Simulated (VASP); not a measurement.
# Band gap of GaSb at several levels of theory

Aim: the gap of GaSb on one structure at many levels of theory. The starting structure is a measured crystal structure from the Crystallography Open Database. Cell and atoms stay as given. Meshes and data sets differ where the inputs say so.

Program: VASP 6.6.1. Level of theory: Kohn-Sham DFT with plane waves and PAW; 9 levels of theory, named at each step. Results are calculated unless marked as measured.

The database entry behind the starting cell differs from later determinations by our own check (about 0.4 % long), so it need not match the best structure at ambient conditions.

### 1. Starting point

Symmetry: F-43m, No. 216, cubic system. Conventional cell: a = 6.118 Å, b = 6.118 Å, c = 6.118 Å, α = 90.00°, β = 90.00°, γ = 90.00°. Nearest to Sb lie 4 Ga at 2.65 Å. Nearest to Ga lie 4 Sb at 2.65 Å. Farther neighbours are not listed.

As a file:

```xyz
2
Lattice="0.0000 3.0590 3.0590 3.0590 0.0000 3.0590 3.0590 3.0590 0.0000" Properties=species:S:1:pos:R:3 pbc="T T T"
Sb    4.5885    4.5885    4.5885
Ga    0.0000    0.0000    0.0000
```

### 2. Bands with LDA

LDA, the lowest rung, knows the local density alone.

The input, INCAR:

```
SYSTEM = GaSb
PREC = Accurate
ENCUT = 350
EDIFF = 1E-06
NELM = 100
ISMEAR = 0
SIGMA = 0.03
LREAL = .FALSE.
ALGO = Normal
GGA = CA
NBANDS = 21
LORBIT = 11
LWAVE = .FALSE.
LCHARG = .FALSE.
KPAR = 4
LASPH = .TRUE.
```

The input, POSCAR:

```
GaSb
1.0
    0.0000000000      3.0590000000      3.0590000000
    3.0590000000      0.0000000000      3.0590000000
    3.0590000000      3.0590000000      0.0000000000
Sb Ga
1 1
Direct
    0.7500000000      0.7500000000      0.7500000000
    0.0000000000      0.0000000000      0.0000000000
```

The input, KPOINTS:

```
Automatic mesh
0
Gamma
6 6 6
0 0 0
```

The input, KPOINTS_OPT:

```
Line mode
10
Line-mode
Reciprocal
  0.00000000   0.00000000   0.00000000 GAMMA
  0.50000000   0.00000000   0.50000000 X

  0.50000000   0.00000000   0.50000000 X
  0.50000000   0.25000000   0.75000000 W

  0.50000000   0.25000000   0.75000000 W
  0.37500000   0.37500000   0.75000000 K

  0.37500000   0.37500000   0.75000000 K
  0.00000000   0.00000000   0.00000000 GAMMA

  0.00000000   0.00000000   0.00000000 GAMMA
  0.50000000   0.50000000   0.50000000 L

  0.50000000   0.50000000   0.50000000 L
  0.62500000   0.25000000   0.62500000 U

  0.62500000   0.25000000   0.62500000 U
  0.50000000   0.25000000   0.75000000 W

  0.50000000   0.25000000   0.75000000 W
  0.50000000   0.50000000   0.50000000 L

  0.50000000   0.50000000   0.50000000 L
  0.37500000   0.37500000   0.75000000 K

  0.62500000   0.25000000   0.62500000 U
  0.50000000   0.00000000   0.50000000 X
```

The projector-augmented-wave data sets are Sb and Ga_d (LDA family, release 64).

Command:

```console
$ mpirun -np 4 vasp_std
```

What it wrote:

```text
[banner, memory and clock lines left out]
running    4 mpi-ranks, on    1 nodes
 distrk:  each k-point on    1 cores,    4 groups
 distr:  one band on    1 cores,    1 groups

 POSCAR found type information on POSCAR SbGa
 POSCAR found :  2 types and       2 ions
 LDA part: xc-table for (Slater(with rela. corr.)+CA(PZ))
 , standard interpolation
 POSCAR, INCAR and KPOINTS ok, starting setup
 FFT: planning ... GRIDC
 FFT: planning ... GRID_SOFT
 FFT: planning ... GRID
 WAVECAR not read
 entering main loop
       N       E                     dE             d eps       ncg     rms          rms(c)
DAV:   1     0.893346800952E+02    0.89335E+02   -0.66531E+03   692   0.850E+02
DAV:   2     0.862230633082E+00   -0.88472E+02   -0.83613E+02   732   0.246E+02
DAV:   3    -0.856194102294E+01   -0.94242E+01   -0.93681E+01   790   0.593E+01
DAV:   4    -0.875128170159E+01   -0.18934E+00   -0.18927E+00   806   0.927E+00
DAV:   5    -0.875516987612E+01   -0.38882E-02   -0.38880E-02   817   0.123E+00    0.331E+00
DAV:   6    -0.866781472466E+01    0.87355E-01   -0.55613E-02   955   0.308E+00    0.189E+00
DAV:   7    -0.863254600444E+01    0.35269E-01   -0.37076E-02   795   0.123E+00    0.312E-01
DAV:   8    -0.863222768909E+01    0.31832E-03   -0.44828E-03   742   0.564E-01    0.110E-01
DAV:   9    -0.863232092823E+01   -0.93239E-04   -0.36412E-04   872   0.133E-01    0.434E-02
DAV:  10    -0.863230989951E+01    0.11029E-04   -0.18474E-05   775   0.363E-02    0.128E-02
DAV:  11    -0.863231198420E+01   -0.20847E-05   -0.36189E-06   777   0.119E-02    0.719E-03
DAV:  12    -0.863231193076E+01    0.53447E-07   -0.22148E-07   466   0.352E-03
   1 F= -.86323119E+01 E0= -.86322048E+01  d E =-.214253E-03
 Start KPOINTS_OPT (optional k-point list driver)
k-point batch [1-16\100]
       N       E                     dE             ncg
DAV:   1    -0.748300808520E+02   -0.54874E+04      718
DAV:   2    -0.152007325066E+04   -0.14452E+04      706
DAV:   3    -0.166991319233E+04   -0.14984E+03      807
DAV:   4    -0.167298340660E+04   -0.30702E+01      795
DAV:   5    -0.167304235731E+04   -0.58951E-01      835
DAV:   6    -0.167304500450E+04   -0.26472E-02      929
DAV:   7    -0.167304504114E+04   -0.36633E-04      874
DAV:   8    -0.167304504295E+04   -0.18154E-05      671
DAV:   9    -0.167304504298E+04   -0.29480E-07      551
[...]
k-point batch [97-100\100]
       N       E                     dE             ncg
DAV:   1     0.572171249967E+04   -0.19955E+04      178
DAV:   2     0.534787353633E+04   -0.37384E+03      176
DAV:   3     0.530747575396E+04   -0.40398E+02      214
DAV:   4     0.530666278398E+04   -0.81297E+00      211
DAV:   5     0.530664869762E+04   -0.14086E-01      178
DAV:   6     0.530664792633E+04   -0.77129E-03      262
DAV:   7     0.530664792429E+04   -0.20404E-05      198
DAV:   8     0.530664792427E+04   -0.22234E-07      176
```

Wall time 16 s (4 MPI ranks of Intel Xeon Platinum 8488C (Sapphire Rapids), shared host); peak memory 0.61 GiB; 63 s of CPU time.

The logs omit lines about the potential files and the build; timing stands in the text.

From OUTCAR (step 2):

```text
ion  position               nearest neighbor table
   1  0.750  0.750  0.750-   2 2.65   2 2.65   2 2.65   2 2.65
   2  0.000  0.000  0.000-   1 2.65   1 2.65   1 2.65   1 2.65

  LATTYP: Found a face centered cubic cell.
 ALAT       =     6.1180000000

 Subroutine GETGRP returns: Found 24 space group operations
 (whereof 24 operations were pure point group operations)

The static configuration has the point symmetry T_d .

 Found     16 irreducible k-points:

   k-points           NKPTS =     16   k-points in BZ     NKDIM =     16   number of bands    NBANDS=     21

   dimension x,y,z NGX =    28 NGY =   28 NGZ =   28
   dimension x,y,z NGXF=    56 NGYF=   56 NGZF=   56

   ENCUT  =  350.0 eV  25.72 Ry    5.07 a.u.   6.60  6.60  6.60*2*pi/ulx,y,z

   NELECT =      18.0000    total number of electrons

 k-points in reciprocal lattice and weights: Automatic mesh
   0.00000000  0.00000000  0.00000000       0.005
   0.16666667  0.00000000  0.00000000       0.037
   0.33333333  0.00000000  0.00000000       0.037
   0.50000000  0.00000000  0.00000000       0.019
   0.16666667  0.16666667  0.00000000       0.028
   0.33333333  0.16666667  0.00000000       0.111
   0.50000000  0.16666667  0.00000000       0.111
  -0.33333333  0.16666667  0.00000000       0.111
  -0.16666667  0.16666667  0.00000000       0.056
[...]
-0.33333333  0.33333333  0.16666667       0.111
  -0.33333333  0.50000000  0.16666667       0.056

 average (electrostatic) potential at core
       1 -88.6434       2 -66.8674

 E-fermi :   4.6958

 k-point     1 :       0.0000    0.0000    0.0000
  band No.  band energies     occupation
    ...
      6      -6.8315      2.00000
      7       4.5588      2.00000
      8       4.6867      1.33334
      9       4.6867      1.33334
     10       4.6867      1.33333
     11       7.4307      0.00000
     12       7.4307      0.00000
     13       7.4307      0.00000
     14      10.2855      0.00000
     15      13.2425      0.00000
    ...

 k-point     2 :       0.1667    0.0000    0.0000
  band No.  band energies     occupation
    ...
      5     -10.4047      2.00000
      6      -6.5500      2.00000
      7       1.9274      2.00000
      8       4.2832      2.00000
      9       4.2832      2.00000
     10       5.5980      0.00000
     11       7.9694      0.00000
     12       7.9694      0.00000
     13       8.5481      0.00000
     14      11.5546      0.00000
    ...

 k-point     3 :       0.3333    0.0000    0.0000
  band No.  band energies     occupation
    ...
      5     -10.4045      2.00000
      6      -5.7997      2.00000
      7      -0.5344      2.00000
      8       3.7400      2.00000
      9       3.7400      2.00000
     10       5.1720      0.00000
     11       8.4137      0.00000
     12       8.4137      0.00000
     13      10.9892      0.00000
     14      11.5647      0.00000
    ...

  Total       -0.5695297     -0.5695297     -0.5695297      0.0000000      0.0000000     -0.0000000
  in kB      -15.9389067    -15.9389067    -15.9389067      0.0000000      0.0000000     -0.0000000
  external PRESSURE =     -15.9389067 kB  Pullay stress =       0.0000000 kB

  energy-cutoff  :      350.00
  volume of cell :       57.25
      direct lattice vectors                 reciprocal lattice vectors
     0.000000000  3.059000000  3.059000000    -0.163452109  0.163452109  0.163452109
     3.059000000  0.000000000  3.059000000     0.163452109 -0.163452109  0.163452109
     3.059000000  3.059000000  0.000000000     0.163452109  0.163452109 -0.163452109

 POSITION                                       TOTAL-FORCE (eV/Angst)
 -----------------------------------------------------------------------------------
      4.58850      4.58850      4.58850         0.000000     -0.000000     -0.000000
      0.00000      0.00000      0.00000        -0.000000      0.000000      0.000000
 -----------------------------------------------------------------------------------
    total drift:                               -0.000001     -0.000001     -0.000001

  FREE ENERGIE OF THE ION-ELECTRON SYSTEM (eV)
  ---------------------------------------------------
  free  energy   TOTEN  =        -8.6323119308 eV

  energy  without entropy=       -8.6320976775  energy(sigma->0) =       -8.63220480

 total charge
# of ion       s       p       d       tot
------------------------------------------
    1        1.138   1.346   0.029   2.513
    2        0.919   0.769   9.961  11.650
--------------------------------------------------
tot          2.057   2.116   9.990  14.163

[... 3 further parts left out ...]
```

The run shows no gap at this level; if that holds and bands cross the Fermi level widely, this k-mesh is coarse for it. Spin-orbit coupling is off here; with elements this heavy it can split and shift levels by tenths of an eV.

LDA gives no gap.

### 3. Bands with PBE

PBE, the usual starting point, adds the gradient of the density.

INCAR: that of step 2 with these lines changed.

```diff
@@ -9,3 +9,3 @@
 ALGO = Normal
-GGA = CA
+GGA = PE
 NBANDS = 21
```

POSCAR is that of step 2.

KPOINTS is that of step 2.

KPOINTS_OPT is that of step 2.

PAW data sets: Sb and Ga_d (PBE family, release 64).

Command:

```console
$ mpirun -np 4 vasp_std
```

What it wrote:

```text
[banner, memory and clock lines left out]
running    4 mpi-ranks, on    1 nodes
[...]
LDA part: xc-table for (Slater+PW92), standard interpolation
 POSCAR, INCAR and KPOINTS ok, starting setup
[...]
entering main loop
       N       E                     dE             d eps       ncg     rms          rms(c)
DAV:   1     0.892074129418E+02    0.89207E+02   -0.66642E+03   692   0.855E+02
DAV:   2     0.192327526478E+01   -0.87284E+02   -0.82459E+02   724   0.245E+02
DAV:   3    -0.719469458905E+01   -0.91180E+01   -0.90628E+01   793   0.585E+01
DAV:   4    -0.737343036797E+01   -0.17874E+00   -0.17868E+00   783   0.893E+00
[...]
DAV:  10    -0.732072993458E+01   -0.35823E-04   -0.36795E-05   816   0.386E-02    0.900E-03
DAV:  11    -0.732075245284E+01   -0.22518E-04   -0.25565E-05   742   0.218E-02    0.906E-03
DAV:  12    -0.732075288198E+01   -0.42914E-06   -0.13835E-06   800   0.645E-03
   1 F= -.73207529E+01 E0= -.73206590E+01  d E =-.187701E-03
 Start KPOINTS_OPT (optional k-point list driver)
k-point batch [1-16\100]
       N       E                     dE             ncg
DAV:   1    -0.198833428666E+02   -0.54324E+04      718
DAV:   2    -0.144900528019E+04   -0.14291E+04      716
DAV:   3    -0.159449340791E+04   -0.14549E+03      807
DAV:   4    -0.159747216990E+04   -0.29788E+01      821
DAV:   5    -0.159752533553E+04   -0.53166E-01      843
DAV:   6    -0.159752766665E+04   -0.23311E-02      919
DAV:   7    -0.159752770177E+04   -0.35122E-04      890
DAV:   8    -0.159752770308E+04   -0.13038E-05      637
DAV:   9    -0.159752770311E+04   -0.27547E-07      557
[...]
k-point batch [97-100\100]
       N       E                     dE             ncg
DAV:   1     0.573335240501E+04   -0.19839E+04      178
DAV:   2     0.536535016192E+04   -0.36800E+03      189
DAV:   3     0.532622990733E+04   -0.39120E+02      209
DAV:   4     0.532545203876E+04   -0.77787E+00      216
DAV:   5     0.532543868743E+04   -0.13351E-01      201
DAV:   6     0.532543799989E+04   -0.68754E-03      251
DAV:   7     0.532543799606E+04   -0.38274E-05      201
DAV:   8     0.532543799586E+04   -0.20557E-06      182
```

Elapsed: 19 s, on 4 MPI ranks; peak memory 0.64 GiB; 73 s of CPU time.

From OUTCAR (step 3):

```text
  Total        0.8247629      0.8247629      0.8247629     -0.0000000      0.0000000     -0.0000000
  in kB       23.0818847     23.0818847     23.0818847     -0.0000000      0.0000000     -0.0000000
  external PRESSURE =      23.0818847 kB  Pullay stress =       0.0000000 kB

 POSITION                                       TOTAL-FORCE (eV/Angst)
 -----------------------------------------------------------------------------------
      4.58850      4.58850      4.58850         0.000000      0.000000      0.000000
      0.00000      0.00000      0.00000        -0.000000     -0.000000     -0.000000
 -----------------------------------------------------------------------------------
    total drift:                               -0.000004     -0.000004     -0.000004

  FREE ENERGIE OF THE ION-ELECTRON SYSTEM (eV)
  ---------------------------------------------------
  free  energy   TOTEN  =        -7.3207528820 eV

  energy  without entropy=       -7.3205651805  energy(sigma->0) =       -7.32065903

[... 2 parts as in an earlier step ...]

[... 1 further part left out ...]
[key lines of the parts left out:]
E-fermi :   4.9033
```

PBE gives a direct gap of 0.034 eV. Read at the sampled points alone, a gap this small can hide bands that cross between them, as inverted bands do.

### 4. Bands with r2SCAN

r2SCAN adds the kinetic-energy density, costs more than a GGA and is run with LASPH.

INCAR: that of step 3 with these lines changed.

```diff
@@ -9,3 +9,4 @@
 ALGO = Normal
-GGA = PE
+METAGGA = R2SCAN
+LASPH = .TRUE.
 NBANDS = 21
@@ -15,2 +16 @@
 KPAR = 4
-LASPH = .TRUE.
```

POSCAR is that of step 3.

KPOINTS is that of step 3.

KPOINTS_OPT is that of step 3.

Command:

```console
$ mpirun -np 4 vasp_std
```

What it wrote:

```text
[banner, memory and clock lines left out]
running    4 mpi-ranks, on    1 nodes
[...]
|                                                                             |
|               ----> ADVICE to this user running VASP <----                  |
|                                                                             |
|     You enforced a specific xc type in the INCAR file but a different       |
|     [... a line on the potential file left out ...]
|     I HOPE YOU KNOW WHAT YOU ARE DOING!                                     |
|                                                                             |

 LDA part: xc-table for (None), standard interpolation
 POSCAR, INCAR and KPOINTS ok, starting setup
[...]
entering main loop
       N       E                     dE             d eps       ncg     rms          rms(c)
DAV:   1     0.598747203308E+02    0.59875E+02   -0.68715E+03   692   0.883E+02
DAV:   2    -0.297443290258E+02   -0.89619E+02   -0.84653E+02   724   0.253E+02
[...]
DAV:  13    -0.375758473003E+02    0.21442E-05   -0.40812E-06   781   0.265E-02    0.108E-03
DAV:  14    -0.375758475330E+02   -0.23266E-06   -0.33442E-07   446   0.398E-03
   1 F= -.37575848E+02 E0= -.37575848E+02  d E =-.724600E-17
 Start KPOINTS_OPT (optional k-point list driver)
k-point batch [1-16\100]
       N       E                     dE             ncg
DAV:   1    -0.111361315414E+03   -0.55239E+04      718
DAV:   2    -0.159163361976E+04   -0.14803E+04      716
DAV:   3    -0.174278408361E+04   -0.15115E+03      807
DAV:   4    -0.174586318676E+04   -0.30791E+01      808
DAV:   5    -0.174591697299E+04   -0.53786E-01      833
DAV:   6    -0.174591924746E+04   -0.22745E-02      963
DAV:   7    -0.174591926931E+04   -0.21849E-04      861
DAV:   8    -0.174591926978E+04   -0.46971E-06      627
[...]
k-point batch [97-100\100]
       N       E                     dE             ncg
DAV:   1     0.570934015205E+04   -0.20079E+04      178
DAV:   2     0.532852870923E+04   -0.38081E+03      189
DAV:   3     0.528821943706E+04   -0.40309E+02      209
DAV:   4     0.528741847107E+04   -0.80097E+00      208
DAV:   5     0.528740484192E+04   -0.13629E-01      193
DAV:   6     0.528740410075E+04   -0.74117E-03      259
DAV:   7     0.528740409698E+04   -0.37683E-05      186
DAV:   8     0.528740409696E+04   -0.23399E-07      174
```

It took 53 s on 4 MPI ranks; peak memory 0.66 GiB; 3.4 min of CPU time.

Parts of OUTCAR (step 4):

```text
  Total        0.1193094      0.1193094      0.1193094      0.0000000      0.0000000     -0.0000000
  in kB        3.3390023      3.3390023      3.3390023      0.0000000      0.0000000     -0.0000000
  external PRESSURE =       3.3390023 kB  Pullay stress =       0.0000000 kB

 POSITION                                       TOTAL-FORCE (eV/Angst)
 -----------------------------------------------------------------------------------
      4.58850      4.58850      4.58850        -0.000000     -0.000000     -0.000000
      0.00000      0.00000      0.00000         0.000000      0.000000      0.000000
 -----------------------------------------------------------------------------------
    total drift:                                0.000021      0.000021      0.000020

  FREE ENERGIE OF THE ION-ELECTRON SYSTEM (eV)
  ---------------------------------------------------
  free  energy   TOTEN  =       -37.5758475330 eV

  energy  without entropy=      -37.5758475330  energy(sigma->0) =      -37.57584753

[... 2 parts as in an earlier step ...]

[... 1 further part left out ...]
[key lines of the parts left out:]
E-fermi :   4.8586
```

r2SCAN gives a direct gap of 0.449 eV.

(Part 1 of 3 ends here.)

[Lines on the potential files, build, host, timing and source positions are cut from VASP's logs without a mark.]

[Logs are printed without paths, hosts, clocks, repeated set-up lines and the standing remarks that a program may print on its own settings, such as how far it seeks lower states.]

[Hosts, paths, dates, database ids (printed as entryN), source tags and the programs' standing remarks are cut or masked in the printed files.]
